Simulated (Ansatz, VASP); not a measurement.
# NbI2N in VASP and in Ansatz

```
CELL_PARAMETERS angstrom
3.63077 0.00000 0.00000
0.00000 3.63077 0.00000
0.00000 0.00000 7.41104
ATOMIC_POSITIONS crystal
Nb 0.50000 0.50000 0.00000
I 0.50000 0.00000 0.73078
I 0.00000 0.50000 0.26922
N 0.00000 0.00000 0.50000
```

Change from the starting cell: species swapped into the InGaAs2 type (P-4m2, No. 115).

Alike in both runs: functional PBE; k mesh 6 × 6 × 4; occupations gaussian, width 0.1 eV; no spin polarisation.

Ansatz relaxed the structure, and its values are those at the end. VASP's run is a single point on that final structure, the one shown.

|  | VASP | Ansatz |
| --- | --- | --- |
| version | VASP 6.6.1 | Ansatz 0.2.0 |
| potentials or method | VASP PAW PBE potentials, release 64 (Nb_sv, I, N) | scalar-relativistic, plane waves, PAW |
| plane-wave cutoff (eV) | 520 | 420 |
| valence electrons in the cell | 32 | 52 |

|  | VASP | Ansatz | Ansatz less VASP |
| --- | --- | --- | --- |
| gap on the k mesh at the Fermi level (eV) | none | none | - |
| pressure (GPa) | 0.0 | 0.2 | +0.19 |
| rms of the force components (eV/Å) | 0.006 | 0.010 | +0.0046 |

A gap of «none» marks a metal or a gap that the smearing closes. The two sets of potentials don't hold the same shells in valence.

Spin-orbit coupling is left out, which matters for the levels of I.
